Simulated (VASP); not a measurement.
**YB6: structure and properties in VASP**

What structure does YB6 take at this level, and what are its properties? The steps: full relaxation (LDA), second relaxation, density, ELF and potential (LDA), band structure (LDA), density of states (LDA), zone-centre phonons (LDA), volume scan with LDA and fit for LDA. The start is a cell from a database of measured crystal structures.

Calculated with VASP 6.6.1; LDA; plane waves and PAW (Y_sv, B).

This is a report of a sequence of runs, with most program output left out.

The database entry behind the starting cell differs from later determinations by our own check (about 0.3 % long, ideal inner coordinate), so it need not match the best structure at ambient conditions.

### 1. The structure

Before any relaxation, the start is as follows. The structure is cubic, space group Pm-3m (No. 221). The conventional cell has a = 4.113 Å, b = 4.113 Å, c = 4.113 Å, α = 90.00°, β = 90.00°, γ = 90.00°. Nearest to Y lie 24 B at 3.03 Å. Nearest to B lie 6 B at 1.70 to 2.41 Å and 4 Y at 3.03 Å. Farther neighbours are not listed.

Structure file:

```xyz
7
Lattice="4.1130 0.0000 0.0000 0.0000 4.1130 0.0000 0.0000 0.0000 4.1130" Properties=species:S:1:pos:R:3 pbc="T T T"
Y     0.0000    0.0000    0.0000
B     0.8514    2.0565    2.0565
B     2.0565    0.8514    2.0565
B     3.2616    2.0565    2.0565
B     2.0565    3.2616    2.0565
B     2.0565    2.0565    0.8514
B     2.0565    2.0565    3.2616
```

### 2. Full relaxation (LDA)

Properties are meant for the cell that this level of theory prefers, so cell and atoms are relaxed first (ISIF = 3) until forces and stress are small; EDIFFG sets the threshold. LDA, the lowest rung, knows the local density alone.

The input, INCAR:

```
SYSTEM = YB6
PREC = Accurate
ENCUT = 420
EDIFF = 1E-06
NELM = 100
ISMEAR = 0
SIGMA = 0.05
LREAL = .FALSE.
ALGO = Normal
GGA = CA
NBANDS = 21
LASPH = .TRUE.
LORBIT = 11
LWAVE = .FALSE.
LCHARG = .FALSE.
KPAR = 4
IBRION = 2
NSW = 60
ISIF = 3
EDIFFG = -0.01
```

The input, POSCAR:

```
YB6
1.0
    4.1130000000      0.0000000000      0.0000000000
    0.0000000000      4.1130000000      0.0000000000
    0.0000000000      0.0000000000      4.1130000000
Y B
1 6
Direct
    0.0000000000      0.0000000000      0.0000000000
    0.2070000000      0.5000000000      0.5000000000
    0.5000000000      0.2070000000      0.5000000000
    0.7930000000      0.5000000000      0.5000000000
    0.5000000000      0.7930000000      0.5000000000
    0.5000000000      0.5000000000      0.2070000000
    0.5000000000      0.5000000000      0.7930000000
```

The input, KPOINTS:

```
Automatic mesh
0
Gamma
6 6 6
0 0 0
```

Potentials, in the order of the species: Y_sv and B (LDA family, release 64).

Started as:

```console
> mpirun -np 4 vasp_std
```

Elapsed: 23 s, on 4 MPI ranks of Intel Xeon 6975P-C (Granite Rapids), shared host; peak memory 0.61 GiB; 84 s of CPU time.

This run has no spin polarisation. Its electron count is odd, so without a moment it is a metal by construction. The run keeps the 48 symmetry operations of its start, so it cannot find a distortion of lower symmetry.

Step by step:

| step | energy less that of the first step (eV) | largest force (eV/Å) | pressure (GPa) | volume (Å³) |
| --- | --- | --- | --- | --- |
| 1 | 0.0000 | 1.9912 | -6.19 | 69.58 |
| 2 | 0.6468 | 5.1539 | 1.61 | 65.78 |
| 3 | -0.2400 | 0.2246 | -5.58 | 68.16 |
| 4 | -0.2665 | 0.0410 | 3.32 | 64.96 |
| 5 | -0.2779 | 0.0569 | 0.02 | 66.07 |
| 6 | -0.2775 | 0.1109 | -0.03 | 66.13 |
| 7 | -0.2780 | 0.0004 | 0.01 | 66.09 |

| conventional cell, symmetrised | before | after | change |
| --- | --- | --- | --- |
| a (Å) | 4.113 | 4.043 | -1.7 % |
| b (Å) | 4.113 | 4.043 | -1.7 % |
| c (Å) | 4.113 | 4.043 | -1.7 % |
| volume (Å³/atom) | 9.94 | 9.44 | -5.0 % |

The atoms that moved most (Å, as changes of fractional coordinates times the final cell):

| atom | dx | dy | dz | length |
| --- | --- | --- | --- | --- |
| B2 | -0.032 | 0.000 | 0.000 | 0.032 |
| B3 | 0.000 | -0.032 | 0.000 | 0.032 |
| B6 | 0.000 | 0.000 | -0.032 | 0.032 |
| B4 | 0.032 | 0.000 | 0.000 | 0.032 |
| B7 | 0.000 | 0.000 | 0.032 | 0.032 |
| B5 | 0.000 | 0.032 | 0.000 | 0.032 |

The relaxed structure:

```
Y B
1.0
     4.04303    0.00000    0.00000
     0.00000    4.04303    0.00000
     0.00000    0.00000    4.04303
Y B
1 6
Direct
  0.00000 0.00000 0.00000
  0.19903 0.50000 0.50000
  0.50000 0.19903 0.50000
  0.80097 0.50000 0.50000
  0.50000 0.80097 0.50000
  0.50000 0.50000 0.19903
  0.50000 0.50000 0.80097
```

This step gave:

```
electrons                       : 29
bands                           : 21
irreducible k-points            : 20
symmetry operations             : 48
free energy (TOTEN)             : -54.6131 eV
energy at zero smearing         : -54.6125 eV
Fermi energy                    : 6.835 eV
pressure                        : 0.007774 GPa
metallic                        : yes
SCF cycles over all ionic steps : 61
```

It ends with forces under 0.001 eV/Å and a pressure of 0.01 GPa. The volume lies -5.0 % from that of the database's start, which holds the thermal and zero-point expansion of its experiment. LDA is known to overbind.

### 3. Second relaxation

The basis stayed that of the start cell while the cell moved. A rerun from the cell reached resets it; the error of the finite cutoff stays.

INCAR is that of step 2.

The input, POSCAR:

```
YB6
1.0
    4.0430313235      0.0000000000      0.0000000000
    0.0000000000      4.0430313235      0.0000000000
    0.0000000000      0.0000000000      4.0430313235
Y B
1 6
Direct
    0.0000000000      0.0000000000      0.0000000000
    0.1990281892      0.5000000000      0.5000000000
    0.5000000000      0.1990281892      0.5000000000
    0.8009718108      0.5000000000      0.5000000000
    0.5000000000      0.8009718108      0.5000000000
    0.5000000000      0.5000000000      0.1990281892
    0.5000000000      0.5000000000      0.8009718108
```

KPOINTS is that of step 2.

Started as:

```console
> mpirun -np 4 vasp_std
```

The job ended after 6.2 s (4 MPI ranks; peak memory 0.57 GiB).

Little changed from the start: no atom moved by 0.005 Å and no cell edge by 0.1 %.

This step gave:

| Quantity | Value |
| --- | --- |
| free energy (TOTEN) | -54.6121 eV |
| energy at zero smearing | -54.6115 eV |
| pressure | -2.83e-4 GPa |
| SCF cycles over all ionic steps | 16 |

It ends with a largest force of 0.001 eV/Å and a pressure of 0.00 GPa. The volume moved by under 0.01 %: the run met its threshold at the first step.

### 4. Density, ELF and potential (LDA)

The relaxed cell gets a fresh self-consistent run, on a basis set for its own volume, to fix the density and to check the remaining stress.

INCAR, as its differences from that of step 3:

```diff
@@ -14,7 +14,5 @@
 LWAVE = .FALSE.
-LCHARG = .FALSE.
-KPAR = 4
-IBRION = 2
-NSW = 60
-ISIF = 3
-EDIFFG = -0.01
+LCHARG = .TRUE.
+ISIF = 2
+LELF = .TRUE.
+LVHAR = .TRUE.
```

POSCAR is that of step 3.

KPOINTS is that of step 3.

Started as:

```console
> mpirun -np 4 vasp_std
```

The job ended after 6.2 s (4 MPI ranks; peak memory 0.43 GiB; 21 s of CPU time).

This step gave:

```
SCF cycles : 14
bands      : 24
pressure   : 0.005037 GPa
```

Valence electrons inside each PAW sphere by angular momentum. Sphere charges, by row:

| atom | s (e) | p (e) | d (e) | f (e) | tot (e) |
| --- | --- | --- | --- | --- | --- |
| Y1 | 2.107 | 6.205 | 0.943 | 0.061 | 9.315 |
| B2 | 0.707 | 1.448 | 0 | 0 | 2.155 |
| B3 | 0.707 | 1.448 | 0 | 0 | 2.155 |
| B4 | 0.707 | 1.448 | 0 | 0 | 2.155 |
| B5 | 0.707 | 1.448 | 0 | 0 | 2.155 |
| B6 | 0.707 | 1.448 | 0 | 0 | 2.155 |
| B7 | 0.707 | 1.448 | 0 | 0 | 2.155 |

Electrostatic potential energy in the ac plane at fractional y = 0.500, with atoms of B within 0.2 Å of it. With pseudopotentials it is smooth inside the atoms' cores, unlike the true potential.

Ten even steps from '0' (-30 eV) to '9' (1 eV), each cell a mean:
```
99998621379999
99997202048999
99997049128999
99887202048889
86325521464247
62000576640103
50680377612921
60230477720402
85113643552026
98776300057778
99987138028999
99997126038999
99998500269999
99999865689999
```
Columns run along a (4.0 Å; values clipped at the 3rd and 97th percentile), rows up along c (4.0 Å). Atoms in or near the plane, at fractional coordinates: B at (0.20, 0.50), B at (0.80, 0.50), B at (0.50, 0.20), B at (0.50, 0.80).

Valence density in the ac plane at fractional y = 0.500, with atoms of B within 0.2 Å of it. It is the smooth field of the valence electrons, not physical close to the nuclei.

Values in e/Å³, 14 rows by 14 columns, each cell a mean:
```
0.1 0.1 0.1 0.2 0.4 0.6 0.9 1.0 0.8 0.5 0.3 0.2 0.1 0.1
0.1 0.1 0.1 0.2 0.4 0.6 0.8 0.8 0.7 0.5 0.3 0.2 0.1 0.1
0.2 0.2 0.2 0.3 0.5 0.7 0.6 0.5 0.7 0.6 0.4 0.3 0.2 0.2
0.3 0.3 0.3 0.4 0.6 0.8 0.8 0.7 0.8 0.8 0.5 0.4 0.3 0.3
0.5 0.5 0.6 0.7 0.8 0.8 0.8 0.8 0.8 0.8 0.8 0.6 0.5 0.5
0.8 0.8 0.7 0.7 0.9 0.8 0.7 0.6 0.7 0.8 0.8 0.7 0.7 0.8
1.1 1.0 0.6 0.5 0.8 0.8 0.6 0.5 0.6 0.8 0.7 0.5 0.8 1.0
1.0 0.9 0.7 0.6 0.9 0.8 0.6 0.6 0.7 0.8 0.8 0.6 0.8 0.9
0.6 0.6 0.6 0.7 0.8 0.8 0.8 0.8 0.8 0.8 0.8 0.7 0.6 0.6
0.3 0.4 0.4 0.5 0.7 0.8 0.9 0.8 0.9 0.8 0.6 0.5 0.4 0.4
0.2 0.2 0.2 0.3 0.5 0.7 0.6 0.5 0.7 0.7 0.4 0.3 0.2 0.2
0.1 0.1 0.2 0.2 0.4 0.6 0.7 0.6 0.7 0.6 0.3 0.2 0.1 0.1
0.1 0.1 0.1 0.2 0.4 0.6 0.9 1.0 0.8 0.5 0.3 0.2 0.1 0.1
0.1 0.1 0.1 0.2 0.3 0.6 1.0 1.1 0.8 0.5 0.3 0.2 0.1 0.1
```
Columns run along a (4.0 Å), rows up along c (4.0 Å). Atoms in or near the plane, at fractional coordinates: B at (0.20, 0.50), B at (0.80, 0.50), B at (0.50, 0.20), B at (0.50, 0.80).

ELF in the ac plane at fractional y = 0.500, with atoms of B within 0.2 Å of it. It is the smooth field of the valence electrons, not physical close to the nuclei.

Ten even steps from '_' (0.02) to '@' (0.94), each cell a mean:
```
....::--**##%%%%%%##++--....
....::==++++----==++++--::..
----==++**==____..++**++----
++++++**%%**::..==####**++++
%%##==++%%##++==**%%##++++##
@@##::::++**==--++**==..==%%
@@##____::==--::--==..__--%%
@@##..__==++----==++::__--%%
%%##==++####++==**##**==++##
##**++**%%##==::++%%%%**++**
----==****++____::++**++==--
::::--==++==..__::==++==::::
....::--**##########++--....
__..::--##%%@@@@@@%%++--....
```
Columns run along a (4.0 Å), rows up along c (4.0 Å). Atoms in or near the plane, at fractional coordinates: B at (0.20, 0.50), B at (0.80, 0.50), B at (0.50, 0.20), B at (0.50, 0.80).

In this run the pressure is 0.01 GPa, small enough to go on.

### 5. Band structure (LDA)

The mesh alone shows little of the dispersion and can miss band extrema, so KPOINTS_OPT adds a path through the symmetry points after the self-consistent cycle.

The input, INCAR:

```
SYSTEM = YB6
PREC = Accurate
ENCUT = 420
EDIFF = 1E-06
NELM = 100
ISMEAR = 0
SIGMA = 0.05
LREAL = .FALSE.
ALGO = Normal
GGA = CA
NBANDS = 32
LASPH = .TRUE.
LORBIT = 11
LWAVE = .FALSE.
LCHARG = .FALSE.
KPAR = 4
```

POSCAR is that of step 4.

KPOINTS is that of step 4.

The input, KPOINTS_OPT:

```
Line mode
12
Line-mode
Reciprocal
  0.00000000   0.00000000   0.00000000 GAMMA
  0.00000000   0.50000000   0.00000000 X

  0.00000000   0.50000000   0.00000000 X
  0.50000000   0.50000000   0.00000000 M

  0.50000000   0.50000000   0.00000000 M
  0.00000000   0.00000000   0.00000000 GAMMA

  0.00000000   0.00000000   0.00000000 GAMMA
  0.50000000   0.50000000   0.50000000 R

  0.50000000   0.50000000   0.50000000 R
  0.00000000   0.50000000   0.00000000 X

  0.50000000   0.50000000   0.00000000 M
  0.50000000   0.50000000   0.50000000 R
```

Started as:

```console
> mpirun -np 4 vasp_std
```

Elapsed: 14 s, on 4 MPI ranks; peak memory 0.66 GiB; 50 s of CPU time.

Numbers from this step:

| Quantity | Value |
| --- | --- |
| bands | 32 |
| pressure | 0.009016 GPa |

The electronic bands at the labelled points (eV, zero at the Fermi level; # counts the bands kept):

| point | #6 | #7 | #8 | #9 | #10 | #11 | #12 | #13 |
| --- | --- | --- | --- | --- | --- | --- | --- | --- |
| Γ | -7.08 | -2.07 | -2.07 | -2.07 | 1.01 | 1.01 | 1.09 | 1.09 |
| 0.45 of the way | -5.23 | -3.11 | -3.11 | -1.83 | -1.37 | 1.48 | 1.84 | 1.84 |
| X | -4.00 | -4.00 | -3.45 | -2.74 | -1.39 | 1.21 | 1.21 | 1.49 |
| 0.45 of the way | -4.85 | -4.36 | -3.28 | -3.08 | -1.18 | 1.30 | 2.42 | 2.51 |
| M | -4.76 | -4.76 | -3.07 | -3.07 | 1.59 | 1.59 | 1.88 | 2.34 |
| 0.45 of the way | -4.77 | -4.36 | -3.98 | -2.88 | -0.04 | 0.11 | 2.04 | 2.16 |
| Γ | -7.08 | -2.07 | -2.07 | -2.07 | 1.01 | 1.01 | 1.09 | 1.09 |
| 0.45 of the way | -4.74 | -4.51 | -4.51 | -3.56 | 0.96 | 0.96 | 2.24 | 2.33 |
| R | -6.02 | -2.62 | -2.62 | -2.62 | 2.69 | 2.89 | 2.89 | 3.25 |
| 0.45 of the way | -5.47 | -3.90 | -3.89 | -2.88 | 0.93 | 2.16 | 2.35 | 2.59 |
| X | -4.00 | -4.00 | -3.45 | -2.74 | -1.39 | 1.21 | 1.21 | 1.49 |
| jump to M | -4.76 | -4.76 | -3.07 | -3.07 | 1.59 | 1.59 | 1.88 | 2.34 |
| 0.45 of the way | -5.42 | -4.58 | -2.77 | -2.77 | 2.24 | 2.49 | 2.49 | 2.54 |
| R | -6.02 | -2.62 | -2.62 | -2.62 | 2.69 | 2.89 | 2.89 | 3.25 |

Of the projections kept (Y, B), the largest for each band there; the rest of the weight can lie on other orbitals:

| point | #6 | #7 | #8 | #9 | #10 | #11 | #12 | #13 |
| --- | --- | --- | --- | --- | --- | --- | --- | --- |
| Γ | B 0.90 | B 0.78 | B 0.78 | B 0.78 | Y 0.77 | Y 0.77 | B 0.91 | B 0.91 |
| X | B 0.89 | B 0.89 | B 0.96 | Y 0.67 | B 0.97 | Y 0.62 | Y 0.62 | Y 1.00 |
| M | B 0.77 | B 0.77 | B 0.99 | B 0.99 | B 0.66 | B 0.66 | Y 0.92 | Y 0.92 |
| Γ | B 0.90 | B 0.78 | B 0.78 | B 0.78 | Y 0.77 | Y 0.77 | B 0.91 | B 0.91 |
| R | B 0.79 | B 0.99 | B 0.99 | B 0.99 | Y 1.00 | Y 1.00 | Y 1.00 | Y 0.87 |
| X | B 0.89 | B 0.89 | B 0.96 | Y 0.67 | B 0.97 | Y 0.62 | Y 0.62 | Y 1.00 |

There is no gap at this level.

Of the bands kept, 1 crosses the Fermi level on this path.

### 6. Density of states (LDA)

A density of states needs more k-points than a total energy; ISMEAR = -5 takes tetrahedra, and LORBIT projects the states on the PAW spheres. The mesh is finer than in the run before.

INCAR, as its differences from that of step 5:

```diff
@@ -5,3 +5,3 @@
 NELM = 100
-ISMEAR = 0
+ISMEAR = -5
 SIGMA = 0.05
@@ -16 +16,2 @@
 KPAR = 4
+NEDOS = 2001
```

POSCAR is that of step 5.

The input, KPOINTS:

```
Automatic mesh
0
Gamma
8 8 8
0 0 0
```

Started as:

```console
> mpirun -np 4 vasp_std
```

Run time: 13 s. Hardware: 4 MPI ranks; peak memory 0.68 GiB; 46 s of CPU time.

With tetrahedra the forces and stress of a metal are not exact derivatives of the energy.

This step gave:

| Property | Result |
| --- | --- |
| SCF cycles | 17 |
| irreducible k-points | 35 |
| free energy (TOTEN) | -54.6281 eV |
| Fermi energy | 6.812 eV |
| pressure | -0.004674 GPa |
| DOS at the Fermi level | 0.8290 states/eV/cell |

The density of states has structure finer than the step of the table below, so its rows give means over 0.5 eV, whole bins alone (the curve runs from -12.0 to 2.83 eV). Peaks (eV: height): total -5.58: 3.81, -4.71: 4.57, -3.16: 3.87, 2.35: 5.86; B p -10.32: 0.699, -5.58: 1.76, -4.71: 2.24, -3.16: 2.66; Y d 2.35: 3.66; B s -10.32: 1.36, -9.64: 0.878, -5.68: 0.346, -4.42: 0.292; Y p -10.42: 0.0948, -9.64: 0.0736, -5.58: 0.153, -4.71: 0.101.

States under -12.0 eV and over 2.8 eV are left out. Table of density of states by energy, zero at the Fermi level; means over each step; values in states/eV/cell:

| energy (eV) | total | B p | Y d | B s | Y p | Y s |
| --- | --- | --- | --- | --- | --- | --- |
| -11.5 | 0.00466 | 8.4e-4 | 3.6e-5 | 0.00176 | 2.0e-5 | 1.7e-4 |
| -11.0 | 0.649 | 0.124 | 0.00486 | 0.246 | 0.00835 | 0.0195 |
| -10.5 | 2.53 | 0.515 | 0.0255 | 0.984 | 0.0601 | 0.0470 |
| -10.0 | 2.30 | 0.479 | 0.0435 | 0.933 | 0.0611 | 0.0157 |
| -9.5 | 1.87 | 0.470 | 0.0348 | 0.706 | 0.0551 | 0.00604 |
| -9.0 | 1.54 | 0.450 | 0.0316 | 0.534 | 0.0426 | 0.00250 |
| -8.5 | 1.50 | 0.496 | 0.0416 | 0.475 | 0.0261 | 8.7e-4 |
| -8.0 | 1.41 | 0.524 | 0.0436 | 0.396 | 0.0185 | 0.00102 |
| -7.5 | 0.889 | 0.404 | 0.0269 | 0.177 | 0.0190 | 0.00224 |
| -7.0 | 1.12 | 0.525 | 0.0398 | 0.186 | 0.0186 | 0.00776 |
| -6.5 | 1.55 | 0.704 | 0.0644 | 0.196 | 0.0241 | 0.0242 |
| -6.0 | 2.46 | 1.11 | 0.0976 | 0.282 | 0.0611 | 0.0345 |
| -5.5 | 2.82 | 1.30 | 0.122 | 0.242 | 0.109 | 0.0196 |
| -5.0 | 1.77 | 0.853 | 0.118 | 0.103 | 0.0490 | 0.00606 |
| -4.5 | 3.68 | 1.90 | 0.199 | 0.272 | 0.0682 | 0.00987 |
| -4.0 | 2.00 | 1.11 | 0.101 | 0.113 | 0.0334 | 0.00391 |
| -3.5 | 3.48 | 2.19 | 0.133 | 0.155 | 0.0285 | 0.00620 |
| -3.0 | 2.86 | 1.96 | 0.0669 | 0.0863 | 0.0164 | 0.00523 |
| -2.5 | 1.01 | 0.578 | 0.0529 | 0.0243 | 0.0105 | 0.00296 |
| -2.0 | 0.574 | 0.289 | 0.0550 | 0.00846 | 0.00608 | 0.00116 |
| -1.5 | 0.375 | 0.108 | 0.0983 | 0.00395 | 5.3e-4 | 0.00105 |
| -1.0 | 0.452 | 0.111 | 0.136 | 0.00726 | 9.1e-4 | 0.00207 |
| -0.5 | 0.684 | 0.164 | 0.216 | 0.0136 | 0.00240 | 0.00459 |
| 0.0 | 0.800 | 0.186 | 0.268 | 0.0171 | 0.00431 | 0.00642 |
| 0.5 | 0.950 | 0.205 | 0.340 | 0.0256 | 0.0119 | 0.00671 |
| 1.0 | 1.60 | 0.326 | 0.594 | 0.0659 | 0.0337 | 0.00755 |
| 1.5 | 2.26 | 0.411 | 0.951 | 0.114 | 0.0517 | 0.00751 |
| 2.0 | 3.96 | 0.473 | 2.25 | 0.168 | 0.0407 | 0.0416 |
| 2.5 | 4.70 | 0.507 | 2.85 | 0.193 | 0.0489 | 0.106 |

The finer mesh and the other smearing move the Fermi level by -0.02 eV from the 6×6×6 run, a small shift, which tests the Fermi level alone. Of the states within 0.3 eV of the Fermi level, the largest shares in the PAW spheres are Y d 33 % and B p 23 %. The rest lies in smaller channels or between the spheres.

### 7. Zone-centre phonons (LDA)

Zone-centre modes test whether the atoms sit at a minimum within this cell. IBRION = 8 takes the force constants from linear response, which needs tightly converged orbitals.

The input, INCAR:

```
SYSTEM = YB6
PREC = Accurate
ENCUT = 420
EDIFF = 1E-08
NELM = 100
ISMEAR = 1
SIGMA = 0.2
LREAL = .FALSE.
ALGO = Normal
GGA = CA
NBANDS = 21
LASPH = .TRUE.
LORBIT = 11
LWAVE = .FALSE.
LCHARG = .FALSE.
KPAR = 4
IBRION = 8
ISIF = 2
```

POSCAR is that of step 6.

KPOINTS is that of step 6.

Started as:

```console
> mpirun -np 4 vasp_std
```

Run time: 2.5 min. Hardware: 4 MPI ranks; peak memory 1.9 GiB; 9.9 min of CPU time.

Energies printed during the response cycles are not total energies of the cell.

Numbers from this step:

- bands: 21
- pressure of the cell: -0.06830 GPa
- largest force of the cell: 0.02243 eV/Å
- Fermi energy: 6.769 eV

The modes at Γ (shares of kinetic energy by element, %):

| mode | frequency (cm⁻¹) | symmetry | Y % | B % |
| --- | --- | --- | --- | --- |
| 1 | -0.2 | acoustic | 58 | 42 |
| 2 | -0.2 | acoustic | 58 | 42 |
| 3 | -0.2 | acoustic | 58 | 42 |
| 4 | 113.1 | T1u | 42 | 58 |
| 5 | 113.1 | T1u | 42 | 58 |
| 6 | 113.1 | T1u | 42 | 58 |
| 7 | 532.0 | T2u | 0 | 100 |
| 8 | 532.0 | T2u | 0 | 100 |
| 9 | 532.0 | T2u | 0 | 100 |
| 10 | 556.6 | T1g | 0 | 100 |
| 11 | 556.6 | T1g | 0 | 100 |
| 12 | 556.6 | T1g | 0 | 100 |
| 13 | 738.7 | T2g | 0 | 100 |
| 14 | 738.7 | T2g | 0 | 100 |
| 15 | 738.7 | T2g | 0 | 100 |
| 16 | 899.9 | T1u | 0 | 100 |
| 17 | 899.9 | T1u | 0 | 100 |
| 18 | 899.9 | T1u | 0 | 100 |
| 19 | 1231.1 | Eg | 0 | 100 |
| 20 | 1231.1 | Eg | 0 | 100 |
| 21 | 1390.6 | A1g | 0 | 100 |

Displacements in mode 4 (113.1 cm⁻¹), the largest set to 1:
```
Y1   0.06 -0.39  0.71
B2  -0.09  0.52 -0.96
B3  -0.08  0.54 -0.96
B4  -0.09  0.52 -0.96
B5  -0.08  0.54 -0.96
B6  -0.08  0.52 -1.00
B7  -0.08  0.52 -1.00
```

Displacements in mode 15 (738.7 cm⁻¹), the largest set to 1:
```
Y1   0.00  0.00  0.00
B2   0.00  0.48 -0.62
B3   0.48  0.00  1.00
B4   0.00 -0.48  0.62
B5  -0.48  0.00 -1.00
B6  -0.62  1.00  0.00
B7   0.62 -1.00  0.00
```

The three acoustic modes lie within 0.2 cm⁻¹ of zero, and all others are real. By the characters of their eigenvectors the optical modes sort into (cm⁻¹) Raman active: T2g 739, Eg 1231, A1g 1391; infrared active: T1u 113, T1u 900; silent: T2u 532, T1g 557. With a centre of inversion no mode is active in both.

### 8. Volume scan with LDA, volume scale 0.94

An equation of state needs energies on both sides of the minimum, all on one mesh and cutoff.

The input, INCAR:

```
SYSTEM = YB6
PREC = Accurate
ENCUT = 420
EDIFF = 1E-06
NELM = 100
ISMEAR = 0
SIGMA = 0.05
LREAL = .FALSE.
ALGO = Normal
GGA = CA
NBANDS = 21
LASPH = .TRUE.
LORBIT = 11
LWAVE = .FALSE.
LCHARG = .FALSE.
KPAR = 4
ISIF = 2
```

POSCAR, as its differences from that of step 7:

```diff
@@ -2,5 +2,5 @@
 1.0
-    4.0430313235      0.0000000000      0.0000000000
-    0.0000000000      4.0430313235      0.0000000000
-    0.0000000000      0.0000000000      4.0430313235
+    3.9604973216      0.0000000000      0.0000000000
+    0.0000000000      3.9604973216      0.0000000000
+    0.0000000000      0.0000000000      3.9604973216
 Y B
```

The input, KPOINTS:

```
Automatic mesh
0
Gamma
6 6 6
0 0 0
```

Started as:

```console
> mpirun -np 4 vasp_std
```

The job ended after 5.6 s (4 MPI ranks; peak memory 0.57 GiB).

The scan keeps the cell's shape and the fractional positions fixed.

Numbers from this step:

* SCF cycles: 14
* irreducible k-points: 20
* free energy (TOTEN): -54.4571 eV
* energy at zero smearing: -54.4565 eV
* Fermi energy: 7.342 eV
* pressure: 13.04 GPa

Force by atom:

| atom | x (eV/Å) | y (eV/Å) | z (eV/Å) | size |
| --- | --- | --- | --- | --- |
| Y1 | 0.000 | 0.000 | 0.000 | 0.000 |
| B2 | -0.263 | 0.000 | 0.000 | 0.263 |
| B3 | 0.000 | -0.263 | 0.000 | 0.263 |
| B4 | 0.263 | 0.000 | 0.000 | 0.263 |
| B5 | 0.000 | 0.263 | 0.000 | 0.263 |
| B6 | 0.000 | 0.000 | -0.263 | 0.263 |
| B7 | 0.000 | 0.000 | 0.263 | 0.263 |

The pressure here is 13.04 GPa.

(Continued in part 2 of 2.)

[Lines on the potential files, build, host, timing and source positions are cut from VASP's logs without a mark.]

[Logs are printed without paths, hosts, clocks, repeated set-up lines and the standing remarks that a program may print on its own settings, such as how far it seeks lower states.]

[Hosts, paths, dates, database ids (printed as entryN), source tags and the programs' standing remarks are cut or masked in the printed files.]

[A measured line is paired with the nearest computed mode of its activity, which favours agreement.]
